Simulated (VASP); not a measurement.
An input for Quantum ESPRESSO's pw.x (written as the equivalent of a VASP run, and not itself run):

```
&CONTROL
  calculation = 'vc-relax'
  pseudo_dir = './pseudo'
  outdir = './out'
  tprnfor = .true.
  tstress = .true.
  nstep = 50
  forc_conv_thr = 0.00039
/
&SYSTEM
  ibrav = 0
  nat = 4
  ntyp = 2
  ecutwfc = 84
  occupations = 'smearing'
  smearing = 'gaussian'
  degauss = 0.00735
  input_dft = 'pbe'
/
&ELECTRONS
  conv_thr = 7.3e-08
  electron_maxstep = 100
/
&IONS
/
&CELL
/
ATOMIC_SPECIES
  Nb 92.906 Nb.upf
  As 74.922 As.upf
CELL_PARAMETERS angstrom
    -1.7622160    1.7622160    6.0036440
     1.7622160   -1.7622160    6.0036440
     1.7622160    1.7622160   -6.0036440
ATOMIC_POSITIONS crystal
  Nb   0.7497200  0.7497200  0.0000000
  Nb   0.4997200  0.9997200  0.5000000
  As   0.1672800  0.1672800  0.0000000
  As   0.9172800  0.4172800  0.5000000
K_POINTS automatic
  9 9 9 0 0 0
```

Q: Translate this input to VASP (INCAR, KPOINTS, POSCAR, choice of POTCAR).

A: This is not unique; one that fits is 
### KPOINTS
```
Automatic
0
gamma
9 9 9
```

### POSCAR
```
NbAs
1.0
 -1.7622160000   1.7622160000   6.0036440000
  1.7622160000  -1.7622160000   6.0036440000
  1.7622160000   1.7622160000  -6.0036440000
Nb As
2 2
Direct
  0.7497200000   0.7497200000   0.0000000000
  0.4997200000   0.9997200000   0.5000000000
  0.1672800000   0.1672800000   0.0000000000
  0.9172800000   0.4172800000   0.5000000000
```

### INCAR
```
SYSTEM = NbAs
PREC = Accurate
ENCUT = 300
EDIFF = 1E-6
NELM = 100
ALGO = Normal
LREAL = .FALSE.
LASPH = .TRUE.
ISMEAR = 0
SIGMA = 0.1
GGA = PE
LMAXMIX = 4
LWAVE = .FALSE.
LCHARG = .FALSE.
ISIF = 3
IBRION = 2
NSW = 50
EDIFFG = -0.01
```

POTCAR, in this order: Nb_sv As (PBE.64 set). Program: vasp_std.

Limits of the translation: the potentials are each code's own (VASP's PAW set, PseudoDojo norm-conserving files in pw.x), so ENCUT and ecutwfc are chosen apart and not converted; conv_thr bounds pw.x's estimated SCF error, while EDIFF bounds the energy change between steps; forc_conv_thr acts on force components and is met together with etot_conv_thr.

The structure comes from a computed database's NbAs entry; how it stands against other phases isn't given here. This run relaxes it. Symmetry was kept, so distortions that lower it aren't found. The run is one of a series of settings (EDIFFG = -0.01, IBRION = 2, ISIF = 3, NSW = 50 against the base run), some of them coarse on purpose.
